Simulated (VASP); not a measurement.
All values below come from vdW-DF-cx, VASP's PBE PAW potentials (set 64) (plane waves; VASP).

VASP ran on this input.

INCAR:
```
SYSTEM  =  Pb
PREC  =  Accurate; ENCUT  =  520; LREAL  =  F
LASPH  =  T
EDIFF  =  1E-7; NELM  =  100; ALGO  =  Normal
LMAXMIX  =  4
ISMEAR  =  1; SIGMA  =  0.1
GGA  =  CX; LUSE_VDW  =  T; AGGAC  =  0.0
ISIF  =  2
LWAVE  =  F; LCHARG  =  F
```

File KPOINTS:
```
Automatic mesh
0
Gamma
13 13 13
0 0 0
```

### POSCAR
```
Pb
1
    0.0000000000     2.4422492428     2.4422492428
    2.4422492428     0.0000000000     2.4422492428
    2.4422492428     2.4422492428     0.0000000000
Pb
1
Direct
  0.0000000000   0.0000000000   0.0000000000
```

POTCAR, in this order: Pb_d (PBE.64 set). Program: vasp_std.

Task: What will the output report for the number of irreducible k-points (NKPTS), largest plane-wave count, number of space-group operations, FFT grid (NGX, NGY, NGZ)?

Result: 
| Item | Result |
|---|---|
| number of irreducible k-points (NKPTS) | 84 |
| largest plane-wave count | 801 |
| number of space-group operations | 48 |
| FFT grid (NGX, NGY, NGZ) | 28 × 28 × 28 |

The compound is Pb in the fcc structure. This cell is one point of a volume scan, at 0.97 of the reference volume.
